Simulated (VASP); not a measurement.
**Pt₃Ti (L1_2): computed properties**

These are r2SCAN meta-GGA, VASP's PBE PAW potentials (set 64) (plane waves; VASP 6.6.1) values and carry that method's errors.

For Pt₃Ti, the space group is Pm-3m (221) and the cell is a = b = c = 3.924 Å, α = β = γ = 90.00°. The volume per atom is 15.11 Å³/atom, the band gap (over mesh and band path) is none (metal, semimetal or under 0.01 eV) and the band gap with spin-orbit coupling is none (metallic). The density is 17.39 g/cm³.

```
Pt3Ti
1.0
    3.92448     0.00000     0.00000
    0.00000     3.92448     0.00000
    0.00000     0.00000     3.92448
Ti Pt
1 3
Direct
  0.00000   0.00000   0.00000
  0.00000   0.50000   0.50000
  0.50000   0.00000   0.50000
  0.50000   0.50000   0.00000
```

Measured: a 3.916 Å (computed value off by +0.2 %), as given by Molecular Dynamics Simulations of PtTi High-Temperature Shape Memory Alloys Based on a Modified Embedded-Atom Method …. The calculation is for a static lattice, while the measured a holds thermal and zero-point effects, which are part of the difference. Unless said otherwise, spin-orbit coupling is left out, though it shifts the bands of the heavy elements here.

The compound is Pt3Ti in the L1_2 structure. It was relaxed first. Symmetry was kept, so distortions that lower it aren't found.
